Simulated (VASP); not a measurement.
# Ga2Ge2O3 in VASP: further runs, part 2 of 2

VASP 6.6.1.

### 3 Relaxation of cell and atoms, PBE

This run uses another cell than the first one, of 16.14 Å³/atom, 1.123 times its volume.

Contents of INCAR:

```
ALGO     = Fast           # electronic algorithm
EDIFF    = 1E-4           # SCF threshold, eV
EDIFFG   = -0.08          # ionic threshold
ENCUT    = 520            # plane-wave cutoff, eV
GGA      = PE             # functional
IBRION   = 2              # ionic algorithm
ISIF     = 3              # what is computed and relaxed
ISMEAR   = 0              # smearing method
LASPH    = T              # aspherical terms in the spheres
LCHARG   = F              # write CHGCAR
LREAL    = F              # projectors in reciprocal space
LWAVE    = F              # write WAVECAR
NELM     = 60             # most SCF steps
NSW      = 24             # ionic steps
PREC     = Normal         # precision mode
SIGMA    = 0.15           # smearing width, eV
```

Contents of KPOINTS:

```
k-points
0
Gamma
  3 3 3
```

Contents of POSCAR:

```
Ga2Ge2O3
1.0
    4.5736559700      0.0000000000      0.0000000000
    0.0000000000      4.5736559700      0.0000000000
    0.0000000000      0.0000000000      5.4001357500
Ga Ge O
2 2 3
Direct
    0.5000000000      0.5000000000      0.6818773100
    0.5000000000      0.5000000000      0.3181226900
    0.5000000000      0.0000000000      0.5000000000
    0.0000000000      0.5000000000      0.5000000000
    0.5000000000      0.0000000000      0.0000000000
    0.0000000000      0.5000000000      0.0000000000
    0.5000000000      0.5000000000      0.0000000000
```

Potentials or basis: VASP PAW PBE potentials, release 64 (Ga_d, Ge_d, O).

Command:

```sh
cat potpaw_PBE.64/Ga_d/POTCAR potpaw_PBE.64/Ge_d/POTCAR potpaw_PBE.64/O/POTCAR > POTCAR
mpirun -np 4 vasp_std > vasp.out
```

OUTCAR:

```text
EDIFF = 1E-4
   EDIFFG = -0.08
   ENCUT = 520
   GGA = PE
   IBRION = 2
   ISIF = 3
   ISMEAR = 0
   LASPH = T
   LREAL = F
   NELM = 60
   NSW = 24
   PREC = Normal

 ion  position               nearest neighbor table
   1  0.500  0.500  0.682-   7 1.72   2 1.96   4 2.49   3 2.49   3 2.49   4 2.49
   2  0.500  0.500  0.318-   7 1.72   1 1.96   4 2.49   3 2.49   3 2.49   4 2.49
   3  0.500  0.000  0.500-   1 2.49   2 2.49   1 2.49   2 2.49
   4  0.000  0.500  0.500-   1 2.49   2 2.49   1 2.49   2 2.49
   5  0.500  0.000  0.000-
   6  0.000  0.500  0.000-
   7  0.500  0.500  0.000-   1 1.72   2 1.72

  LATTYP: Found a simple tetragonal cell.
 ALAT       =     4.5736559700
 C/A-ratio  =     1.1807044048

  Lattice vectors:

 A1 = (   4.5736559700,   0.0000000000,   0.0000000000)
 A2 = (   0.0000000000,   4.5736559700,   0.0000000000)
 A3 = (   0.0000000000,   0.0000000000,   5.4001357500)

Analysis of symmetry for initial positions (statically):
=====================================================================
 Subroutine PRICEL returns:
 Original cell was already a primitive cell.

 Routine SETGRP: Setting up the symmetry group for a
 simple tetragonal supercell.

 Subroutine GETGRP returns: Found 16 space group operations
 (whereof 16 operations were pure point group operations)
 out of a pool of 16 trial point group operations.

The static configuration has the point symmetry D_4h.

Analysis of symmetry for dynamics (positions and initial velocities):
=====================================================================
 Subroutine PRICEL returns:
 Original cell was already a primitive cell.

 Routine SETGRP: Setting up the symmetry group for a
 simple tetragonal supercell.

 Subroutine GETGRP returns: Found 16 space group operations
 (whereof 16 operations were pure point group operations)
 out of a pool of 16 trial point group operations.

The dynamic configuration has the point symmetry D_4h.

 Subroutine INISYM returns: Found 16 space group operations
 (whereof 16 operations are pure point group operations),
 and found     1 'primitive' translations

----------------------------------------------------------------------------------------

                                     Primitive cell

  volume of cell :     112.9618

  direct lattice vectors                    reciprocal lattice vectors
     4.573655970  0.000000000  0.000000000     0.218643467  0.000000000  0.000000000
     0.000000000  4.573655970  0.000000000     0.000000000  0.218643467  0.000000000
     0.000000000  0.000000000  5.400135750     0.000000000  0.000000000  0.185180530

  length of vectors
     4.573655970  4.573655970  5.400135750     0.218643467  0.218643467  0.185180530

  position of ions in fractional coordinates (direct lattice)
     0.500000000  0.500000000  0.681877310
     0.500000000  0.500000000  0.318122690
     0.500000000  0.000000000  0.500000000
     0.000000000  0.500000000  0.500000000
     0.500000000  0.000000000  0.000000000
     0.000000000  0.500000000  0.000000000
     0.500000000  0.500000000  0.000000000

  ion indices of the primitive-cell ions
   primitive index   ion index
                 1           1
                 2           2
                 3           3
                 4           4
                 5           5
                 6           6
                 7           7

----------------------------------------------------------------------------------------

 KPOINTS: k-points

Automatic generation of k-mesh.
 Grid dimensions read from file:
 generate k-points for:    3    3    3

 Generating k-lattice:

  Cartesian coordinates                     Fractional coordinates (reciprocal lattice)
     0.072881156  0.000000000  0.000000000     0.333333333  0.000000000  0.000000000
     0.000000000  0.072881156  0.000000000     0.000000000  0.333333333  0.000000000
     0.000000000  0.000000000  0.061726843     0.000000000  0.000000000  0.333333333

  Length of vectors
     0.072881156  0.072881156  0.061726843

  Shift w.r.t. Gamma in fractional coordinates (k-lattice)
     0.000000000  0.000000000  0.000000000

 Subroutine IBZKPT returns following result:
 ===========================================

 Found      6 irreducible k-points:

 Following reciprocal coordinates:
            Coordinates               Weight
  0.000000  0.000000  0.000000      1.000000
  0.333333  0.000000  0.000000      4.000000
  0.333333  0.333333  0.000000      4.000000
  0.000000  0.000000  0.333333      2.000000
  0.333333  0.000000  0.333333      8.000000
  0.333333  0.333333  0.333333      8.000000
   k-points           NKPTS =      6   k-points in BZ     NKDIM =      6   number of bands    NBANDS=     44
   number of dos      NEDOS =    301   number of ions     NIONS =      7
   total plane-waves  NPLWV =  23520
   dimension x,y,z NGX =    28 NGY =   28 NGZ =   30
   dimension x,y,z NGXF=    56 NGYF=   56 NGZF=   60
   ions per type =               2   2   3
   NGX,Y,Z   is equivalent  to a cutoff of  10.18, 10.18,  9.24 a.u.
   NGXF,Y,Z  is equivalent  to a cutoff of  20.36, 20.36, 18.47 a.u.
 SYSTEM =  unknown system
   PREC   = normal    normal or accurate (medium, high low for compatibility)
   ISTART =      0    job   : 0-new  1-cont  2-samecut
   ICHARG =      2    charge: 1-file 2-atom 10-const
   ISPIN  =      1    spin polarized calculation?
   LNONCOLLINEAR =      F non collinear calculations
   LSORBIT =      F    spin-orbit coupling
   LASPH  =      T    aspherical Exc in radial PAW
   ENCUT  =  520.0 eV  38.22 Ry    6.18 a.u.   8.50  8.50 10.04*2*pi/ulx,y,z
   NELM   =     60;   NELMIN=  2; NELMDL= -5     # of ELM steps
   EDIFF  = 0.1E-03   stopping-criterion for ELM
   LREAL  =      F    real-space projection
   EDIFFG = -.8E-01   stopping-criterion for IOM
   NSW    =     24    number of steps for IOM
   IBRION =      2    ionic relax: 0-MD 1-quasi-New 2-CG
   NFREE  =      1    steps in history (QN), initial steepest desc. (CG)
   ISIF   =      3    stress and relaxation
   ISYM   =      2    0-nonsym 1-usesym 2-fastsym
   POTIM  = 0.5000    time-step for ionic-motion
   TEBEG  =    0.0;   TEEND  =   0.0 temperature during run
   PSTRESS=    0.0 pullay stress
   NELECT =      72.0000    total number of electrons
   NUPDOWN=      -1.0000    fix difference up-down
   EMIN   =  10.00;   EMAX   =-10.00  energy-range for DOS
   EFERMI =   0.00;   METHOD = LEGACY
   ISMEAR =     0;   SIGMA  =   0.15  broadening in eV -4-tet -1-fermi 0-gaus
   EFERMI_NEDOS =   21; number of points for ismear=-14 and -15
   IALGO  =     68    algorithm
   IMIX   =      4    mixing-type and parameters
     AMIX     =   0.40;   BMIX     =  1.00
     AMIX_MAG =   1.60;   BMIX_MAG =  1.00
  volume/ion in A,a.u.               =      16.14       108.90
  Fermi-wavevector in a.u.,A,eV,Ry     =   1.408884  2.662404 27.006924  1.984953
  Thomas-Fermi vector in A             =   2.530996
   LORBIT       =      0    0 simple, 1 ext, 2 COOP (PROOUT), +10 PAW based schemes
   GGA     = PE    functional components
   LHFCALC =     F    Hartree Fock is set to
   AEXX    =    0.0000 exact exchange contribution
   IVDW    =     0    specifies the selected vdW correction
   LEPSILON=     F    determine dielectric tensor
   LRPA    =     F    only Hartree local field effects (RPA)
 conjugate gradient relaxation of ions
 non-spin polarized calculation
 RMM-DIIS sequential band-by-band and
 Gauss-broadening in eV      SIGMA  =   0.15
  energy-cutoff  :      520.00
  volume of cell :      112.96
 maximum number of plane-waves:      3061
   NGX = 17   NGY = 17   NGZ = 21

--------------------------------------- Ionic step        1  -------------------------------------------

 number of electron      72.0000058 magnetization

 Free energy of the ion-electron system (eV)
  ---------------------------------------------------
  ext. energy  EPLUGINS =         0.00000000
  ---------------------------------------------------
  free energy    TOTEN  =       -22.60564962 eV

  energy without entropy =      -22.53818741  energy(sigma->0) =      -22.57191852

 E-fermi :   3.5827     XC(G=0): -10.1112

 val. band max:        3.4182349534   @ k =   0.3333   0.0000   0.3333
 cond. band min:       3.6198228728   @ k =   0.3333   0.3333   0.3333
 fundamental gap:      0.2015879194
 Fermi energy:         3.5827433576

 k-point     1 :       0.0000    0.0000    0.0000
  band No.  band energies     occupation
      1     -22.0515      2.00000
      2     -22.0266      2.00000
      3     -22.0042      2.00000
      4     -21.9581      2.00000
      5     -21.9581      2.00000
      6     -21.9509      2.00000
[... 387 lines left out ...]
  FREE ENERGIE OF THE ION-ELECTRON SYSTEM (eV)
  ---------------------------------------------------
  free  energy   TOTEN  =       -24.4108965940 eV

  energy  without entropy=      -24.3737357970  energy(sigma->0) =      -24.39231620

[... ionic steps 4 to 18 ...]

--------------------------------------- Ionic step       19  -------------------------------------------

 number of electron      71.9999938 magnetization

------------------------ aborting loop because EDIFF is reached ----------------------------------------
[... 77 lines left out ...]
--------------------------------------- Ionic step       21  -------------------------------------------

 number of electron      71.9999789 magnetization

 Free energy of the ion-electron system (eV)
  ---------------------------------------------------
  ext. energy  EPLUGINS =         0.00000000
  ---------------------------------------------------
  free energy    TOTEN  =       -25.65822065 eV

  energy without entropy =      -25.52389101  energy(sigma->0) =      -25.59105583

 E-fermi :   2.5347     XC(G=0):  -9.7777

 val. band max:        2.5004417673   @ k =   0.3333   0.0000   0.0000
 cond. band min:       2.5352675499   @ k =   0.3333   0.0000   0.3333
 fundamental gap:      0.0348257826
 Fermi energy:         2.5347232888

 k-point     1 :       0.0000    0.0000    0.0000
  band No.  band energies     occupation
      1     -22.0673      2.00000
      2     -22.0482      2.00000
      3     -22.0134      2.00000
      4     -22.0134      2.00000
      5     -22.0059      2.00000
      6     -21.9949      2.00000
[... 305 lines left out ...]
  FREE ENERGIE OF THE ION-ELECTRON SYSTEM (eV)
  ---------------------------------------------------
  free  energy   TOTEN  =       -25.6582206522 eV

  energy  without entropy=      -25.5238910081  energy(sigma->0) =      -25.59105583

 reached required accuracy - stopping structural energy minimisation
```

It took 71 s on 4 MPI ranks of Intel Xeon Platinum 8488C (Sapphire Rapids), shared host; peak memory 0.12 GiB.

What came out:

- Free energy: -25.6582 eV
- Relaxed volume: 17.62 Å³/atom
- Relaxed cell: a = 4.283 Å, b = 4.283 Å, c = 6.725 Å, α = 90.00°, β = 90.00°, γ = 90.00°
- Space group after relaxing (to 0.05 Å): P4/mmm (No. 123)
- Energy gained by relaxing: 436.1 meV/atom
- Ionic steps: 21
- Pressure after relaxing: 0.2 GPa
- Largest force after relaxing: 0.042 eV/Å
- Band gap on the k mesh: none (metal or under the smearing width)

Forces in eV/Å, atoms in the order of the input:
```
Ga   0.000  0.000  0.042
Ga   0.000  0.000 -0.042
Ge   0.000  0.000  0.000
Ge   0.000  0.000  0.000
O    0.000  0.000  0.000
O    0.000  0.000  0.000
O    0.000  0.000  0.000
```

Step by step:
```tsv
step	energy change (eV)	largest force (eV/Å)	pressure (GPa)	volume (Å³)
1	0.0000	10.1115	17.05	112.96
2	5.1979	29.8646	23.05	143.40
3	-1.8052	4.0976	10.56	123.03
4	-1.8505	2.9401	10.10	121.89
5	-2.2595	2.2131	-5.97	147.58
6	-2.4871	0.8405	-0.88	136.18
7	-2.4885	0.7955	-0.03	135.89
8	-2.5331	0.1098	-1.22	137.34
9	-2.5570	0.9580	-1.35	139.54
10	-2.5677	1.0000	-1.54	139.76
11	-2.5789	1.0524	-1.65	139.99
12	-2.6000	1.1418	-1.64	140.46
13	-2.6326	1.3073	-1.97	141.36
14	-2.6296	1.5400	-3.40	143.07
15	-2.6418	1.4018	-2.89	142.20
16	-2.6922	1.1031	-3.03	141.61
17	-2.7986	0.3542	-4.09	139.80
18	-2.8728	0.5622	-4.97	136.00
19	-2.9758	0.3455	-4.20	131.42
20	-3.0202	0.2147	2.93	118.22
21	-3.0526	0.0419	0.23	123.35
```

Final structure:
```
CELL_PARAMETERS angstrom
4.28291 0.00000 0.00000
0.00000 4.28291 0.00000
0.00000 0.00000 6.72471
ATOMIC_POSITIONS crystal
Ga 0.50000 0.50000 0.73783
Ga 0.50000 0.50000 0.26217
Ge 0.50000 0.00000 0.50000
Ge 0.00000 0.50000 0.50000
O 0.50000 0.00000 0.00000
O 0.00000 0.50000 0.00000
O 0.50000 0.50000 0.00000
```

Caveat: the k mesh is coarse (spacing up to 0.46 Å⁻¹), so the values aren't converged; the relaxation stopped at a loose force limit of 0.08 eV/Å, so its end isn't a converged minimum.
